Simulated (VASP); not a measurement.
Here is the system:

```xyz
1
Lattice="-2.7788 2.7788 2.7788 2.7788 -2.7788 2.7788 2.7788 2.7788 -2.7788" Properties=species:S:1:pos:R:3 pbc="T T T"
Rb     0.0000     0.0000     0.0000
```

Level of theory: vdW-DF2, VASP's PBE PAW potentials (set 64) (plane waves; VASP). Run with 520 eV cut-off, Gaussian smearing of 0.050 eV, potentials Rb_sv.

Problem. What does the run give for the band gap (along the path) with the smallest direct gap where there is one?

Solution. 
```json
{
 "band gap (along the path)": "none (metal, semimetal or under 0.01 eV)"
}
```

Total energies compare only between runs with the same potentials, cut-off and functional.

The compound is Rb in the bcc structure. It was relaxed first.
